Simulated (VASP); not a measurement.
Level of theory: PBEsol GGA, VASP's PBE PAW potentials (set 64) (plane waves; VASP).

The input files of a VASP run:

INCAR:
```
! general
SYSTEM =NiSb
PREC   =Accurate
ENCUT  =480
LREAL  =F
LASPH  =T

! electronic loop
EDIFF  =1E-7
NELM   =100
ALGO   =Normal
LMAXMIX=4

! smearing
ISMEAR =1
SIGMA  =0.1

! functional
GGA    =PS

! ions
ISIF   =2

! output
LWAVE  =F
LCHARG =F
```

### KPOINTS
```
Automatic mesh
0
Gamma
8 8 6
0 0 0
```

### POSCAR
```
NiSb
1
    2.0162028491    -3.4921659392     0.0000000000
    2.0162028491     3.4921659392     0.0000000000
    0.0000000000     0.0000000000     5.2277353272
Ni Sb
2 2
Direct
  0.0000000000   0.0000000000   0.5000000000
  0.0000000000   0.0000000000   0.0000000000
  0.3333330000   0.6666670000   0.2500000000
  0.6666670000   0.3333330000   0.7500000000
```

POTCAR, in this order: Ni Sb (PBE.64 set). Program: vasp_std.

What VASP printed:

File OUTCAR:
```
 ion  position               nearest neighbor table
   1  0.000  0.000  0.500-   2 2.61   2 2.61   4 2.67   3 2.67   4 2.67   3 2.67   4 2.67   3 2.67
  LATTYP: Found a hexagonal cell.
 ALAT       =     4.0324058421
 C/A-ratio  =     1.2964308484
 Subroutine PRICEL returns:
 Original cell was already a primitive cell.
 Subroutine GETGRP returns: Found 24 space group operations
The static configuration has the point symmetry D_3d.
 The point group associated with its full space group is D_6h.
The dynamic configuration has the point symmetry D_3d.
 Subroutine INISYM returns: Found 24 space group operations
 Subroutine IBZKPT returns following result:
 Found     40 irreducible k-points:

 Following reciprocal coordinates:
            Coordinates               Weight
  0.000000  0.000000  0.000000      1.000000
  0.125000  0.000000  0.000000      6.000000
  0.250000  0.000000  0.000000      6.000000
  0.375000  0.000000  0.000000      6.000000
  0.500000  0.000000  0.000000      3.000000
  0.125000  0.125000  0.000000      6.000000
  0.250000  0.125000  0.000000     12.000000
  0.375000  0.125000  0.000000     12.000000
...
```

File OSZICAR:
```
       N       E                     dE             d eps       ncg     rms          rms(c)
DAV:   1     0.162386161691E+03    0.16239E+03   -0.11954E+04  1520   0.151E+03
DAV:   2    -0.148812645731E+02   -0.17727E+03   -0.17218E+03  1523   0.310E+02
DAV:   3    -0.239805867201E+02   -0.90993E+01   -0.87465E+01  1788   0.859E+01
DAV:   4    -0.242480412917E+02   -0.26745E+00   -0.26579E+00  1726   0.139E+01
DAV:   5    -0.242567726695E+02   -0.87314E-02   -0.87273E-02  1860   0.261E+00    0.141E+01
DAV:   6    -0.284062296933E+02   -0.41495E+01   -0.49204E+01  1641   0.124E+02    0.209E+01
DAV:   7    -0.225198406355E+02    0.58864E+01   -0.17102E+01  1657   0.849E+01    0.405E+00
DAV:   8    -0.225413245675E+02   -0.21484E-01   -0.22834E+00  2116   0.150E+01    0.263E+00
DAV:   9    -0.224859283600E+02    0.55396E-01   -0.27433E-01  1758   0.849E+00    0.602E-01
DAV:  10    -0.224861912291E+02   -0.26287E-03   -0.71642E-03  1751   0.970E-01    0.497E-01
DAV:  11    -0.224855756458E+02    0.61558E-03   -0.68156E-04  1754   0.271E-01    0.108E-01
DAV:  12    -0.224854619880E+02    0.11366E-03   -0.32660E-04  2070   0.285E-01    0.462E-02
DAV:  13    -0.224854617347E+02    0.25327E-06   -0.27918E-05  1648   0.442E-02    0.204E-02
DAV:  14    -0.224854619497E+02   -0.21498E-06   -0.39013E-06  1813   0.271E-02    0.438E-03
DAV:  15    -0.224854613211E+02    0.62859E-06   -0.85087E-07  1663   0.110E-02    0.213E-03
DAV:  16    -0.224854613744E+02   -0.53312E-07   -0.65301E-08   844   0.284E-03
   1 F= -.22485461E+02 E0= -.22485540E+02  d E =0.235167E-03
```

### OUTCAR
```
------------------------ aborting loop because EDIFF is reached ----------------------------------------
  FORCE on cell =-STRESS in cart. coord.  units (eV):
  Direction    XX          YY          ZZ          XY          YZ          ZX
  --------------------------------------------------------------------------------------
  Total       -4.2233509     -4.2233513     -4.1208142      0.0000000      0.0000000      0.0000000
  in kB      -91.9168354    -91.9168441    -89.6852322      0.0000000      0.0000000      0.0000000
  external PRESSURE =     -91.1729706 kB  Pullay stress =       0.0000000 kB
  volume of cell :       73.62
      direct lattice vectors                 reciprocal lattice vectors
     2.016202849 -3.492165939  0.000000000     0.247990920 -0.143177618  0.000000000
     2.016202849  3.492165939  0.000000000     0.247990920  0.143177618  0.000000000
     0.000000000  0.000000000  5.227735327     0.000000000  0.000000000  0.191287419
 POSITION                                       TOTAL-FORCE (eV/Angst)
 -----------------------------------------------------------------------------------
      0.00000      0.00000      2.61387         0.000000      0.000000      0.000000
      0.00000      0.00000      0.00000         0.000000      0.000000      0.000000
      2.01620      1.16406      1.30693         0.000000      0.000000     -0.000000
      2.01620     -1.16406      3.92080        -0.000000      0.000000      0.000000
 -----------------------------------------------------------------------------------
    total drift:                               -0.000000      0.000000      0.000000
  FREE ENERGIE OF THE ION-ELECTRON SYSTEM (eV)
  ---------------------------------------------------
  free  energy   TOTEN  =       -22.4854613744 eV

  energy  without entropy=      -22.4856965412  energy(sigma->0) =      -22.48553976
```
(Selected blocks of OUTCAR.)

File OUTCAR:
```
 val. band max:        8.8186410588   @ k =   0.3750   0.1250   0.0000

 cond. band min:       8.8635469738   @ k =   0.0000   0.0000   0.0000


 Fermi energy:         8.8301595742

 k-point     1 :       0.0000    0.0000    0.0000
  band No.  band energies     occupation
      1      -3.5795      2.00000
      2       0.5499      2.00000
      3       3.0586      2.00000
      4       5.2514      2.00000
      5       5.2514      2.00000
      6       5.9977      2.00000
      7       6.5692      2.00000
      8       6.5692      2.00000
      9       6.9704      2.00000
     10       6.9704      2.00000
     11       7.6880      2.00000
     12       7.6880      2.00000
     13       8.8635      0.46831
     14       9.3679     -0.00000
     15       9.3679     -0.00000
     16      11.1250      0.00000
     17      11.1251      0.00000
     18      11.8256      0.00000
     19      12.5421      0.00000

 k-point     2 :       0.1250    0.0000    0.0000
  band No.  band energies     occupation
      1      -3.3981      2.00000
      2       0.5359      2.00000
      3       3.2650      2.00000
      4       5.2023      2.00000
      5       5.2880      2.00000
      6       5.9070      2.00000
      7       6.4221      2.00000
      8       6.4938      2.00000
      9       6.8643      2.00000
     10       7.0021      2.00000
     11       7.6788      2.00000
     12       7.6891      2.00000
     13       8.2275      2.00000
     14       8.8068      1.38423
     15       8.8100      1.33397
     16      10.3938     -0.00000
     17      11.6168      0.00000
     18      12.2529      0.00000
     19      13.1373      0.00000

 k-point     3 :       0.2500    0.0000    0.0000
  band No.  band energies     occupation
      1      -2.8680      2.00000
      2       0.4196      2.00000
      3       3.8666      2.00000
      4       4.6598      2.00000
      5       5.3928      2.00000
      6       5.6164      2.00000
      7       6.2106      2.00000
...
```

Unless said otherwise, spin-orbit coupling is left out, though it shifts the bands of the heavy elements here.

The compound is NiSb in the NiAs type structure. This cell was strained or had an atom moved on purpose. The run is not spin-polarised, so no magnetic state was tried.
